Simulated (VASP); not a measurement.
A convergence study with VASP on GaP (zinc blende): one setting is varied, all else stays as given below, so the limit is that of these other settings. Each run relaxes cell and ions from the cell shown. The basis is that of the starting cell, so low cut-offs carry a Pulay error.

```
GaP
1.0
    0.00000     2.72500     2.72500
    2.72500     0.00000     2.72500
    2.72500     2.72500     0.00000
Ga P
1 1
Direct
  0.00000   0.00000   0.00000
  0.25000   0.25000   0.25000
```

All values below come from LDA (Ceperley-Alder, Perdew-Zunger), VASP's LDA PAW potentials (set 64) (plane waves; VASP). The tightest run used: 700 eV cut-off, 7×7×7 Γ-centred mesh, Gaussian smearing of 0.050 eV, potentials Ga_d P.

Gaps are read on the run's mesh, which can miss a band edge.

**Question.** The settings run are ENCUT = 200; ENCUT = 250; ENCUT = 300; ENCUT = 350; ENCUT = 400; ENCUT = 450; ENCUT = 500; ENCUT = 600; ENCUT = 650; ENCUT = 700. From which on does the relaxed volume stay within 0.05 Å³/atom of the tightest run?

**Answer.** From ENCUT = 300 on: it is off by 0.023 there and by no more than 0.05 in any finer run, while ENCUT = 250 is off by 0.525.
```tsv
setting	relaxed volume (Å³/atom)	E (eV/atom)	gap on the mesh (eV)	plane waves	difference judged (Å³/atom)
ENCUT = 200	17.207	-5.3377	1.120	271	2.407
ENCUT = 250	19.089	-5.2286	1.338	378	0.525
ENCUT = 300	19.591	-5.2237	1.383	531	0.023
ENCUT = 350	19.572	-5.2240	1.380	612	0.042
ENCUT = 400	19.574	-5.2237	1.380	748	0.040
ENCUT = 450	19.601	-5.2234	1.382	893	0.013
ENCUT = 500	19.613	-5.2233	1.383	1040	0.001
ENCUT = 600	19.610	-5.2234	1.383	1363	0.004
ENCUT = 650	19.611	-5.2234	1.383	1536	0.003
ENCUT = 700	19.614	-5.2234	1.384	1721	0.000
```

Left out are rungs that failed or repeat a setting and relaxations that didn't move; long series are thinned to 24 rows.

The compound is GaP in the zinc blende structure.
